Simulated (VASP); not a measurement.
Input:

```
Co
1.0
    1.23592    -2.14068     0.00000
    1.23592     2.14068     0.00000
    0.00000     0.00000     3.98576
Co
2
Direct
  0.33333   0.66667   0.25000
  0.66667   0.33333   0.75000
```
Starting moments (μB, in the order of the record's atoms Co Co): 1.6 1.6.

All values below come from optB86b-vdW, VASP's PBE PAW potentials (set 64) (plane waves; VASP). Numerical set-up: 520 eV cut-off, Gaussian smearing of 0.050 eV, potentials Co.

Give the spin-up energies of bands 1 to 12 at the high-symmetry points, in eV from the Fermi level.

| band | Γ | M | K | A | L | H |
|---|---|---|---|---|---|---|
| 1 | -9.04 | -4.82 | -4.35 | -6.75 | -5.05 | -3.87 |
| 2 | -5.21 | -4.79 | -3.96 | -6.75 | -5.05 | -3.87 |
| 3 | -2.57 | -4.51 | -3.96 | -2.89 | -3.77 | -3.73 |
| 4 | -2.56 | -2.73 | -3.66 | -2.89 | -3.77 | -3.73 |
| 5 | -2.56 | -2.51 | -2.83 | -2.63 | -1.73 | -2.92 |
| 6 | -2.23 | -2.47 | -2.83 | -2.63 | -1.73 | -2.92 |
| 7 | -2.23 | -2.13 | -1.85 | -2.63 | -0.97 | -1.82 |
| 8 | -1.87 | -0.58 | -0.82 | -2.63 | -0.97 | -1.82 |
| 9 | -1.87 | -0.47 | -0.82 | -1.03 | -0.48 | -0.66 |
| 10 | -0.71 | -0.42 | -0.68 | -1.03 | -0.48 | -0.66 |
| 11 | -0.71 | 1.45 | 4.65 | -1.03 | 1.70 | 5.90 |
| 12 | 0.00 | 3.50 | 5.50 | -1.03 | 1.70 | 5.90 |

Give the spin-down energies of bands 1 to 12 at the high-symmetry points, in eV from the Fermi level.

```json
[
 {"band": "1", "Γ": "-9.00", "M": "-3.96", "K": "-3.13", "A": "-6.64", "L": "-4.09", "H": "-2.67"},
 {"band": "2", "Γ": "-4.31", "M": "-3.69", "K": "-2.94", "A": "-6.64", "L": "-4.09", "H": "-2.67"},
 {"band": "3", "Γ": "-1.04", "M": "-3.37", "K": "-2.94", "A": "-1.59", "L": "-2.47", "H": "-2.62"},
 {"band": "4", "Γ": "-1.03", "M": "-1.86", "K": "-2.72", "A": "-1.59", "L": "-2.47", "H": "-2.62"},
 {"band": "5", "Γ": "-1.03", "M": "-1.21", "K": "-1.44", "A": "-1.11", "L": "-0.11", "H": "-1.78"},
 {"band": "6", "Γ": "-0.65", "M": "-1.08", "K": "-1.44", "A": "-1.11", "L": "-0.11", "H": "-1.78"},
 {"band": "7", "Γ": "-0.65", "M": "-0.65", "K": "-0.35", "A": "-1.11", "L": "0.28", "H": "-0.23"},
 {"band": "8", "Γ": "-0.23", "M": "1.18", "K": "0.91", "A": "-1.11", "L": "0.28", "H": "-0.23"},
 {"band": "9", "Γ": "-0.23", "M": "1.32", "K": "0.91", "A": "0.70", "L": "1.28", "H": "1.08"},
 {"band": "10", "Γ": "-0.01", "M": "1.35", "K": "1.07", "A": "0.70", "L": "1.28", "H": "1.08"},
 {"band": "11", "Γ": "1.05", "M": "2.62", "K": "5.42", "A": "0.70", "L": "2.30", "H": "6.53"},
 {"band": "12", "Γ": "1.05", "M": "4.44", "K": "6.23", "A": "0.70", "L": "2.30", "H": "6.53"}
]
```

It has no gap at this level: it comes out as a metal or semimetal.

The compound is Co in the hcp structure. It was relaxed first, which changed the volume by -5 %.
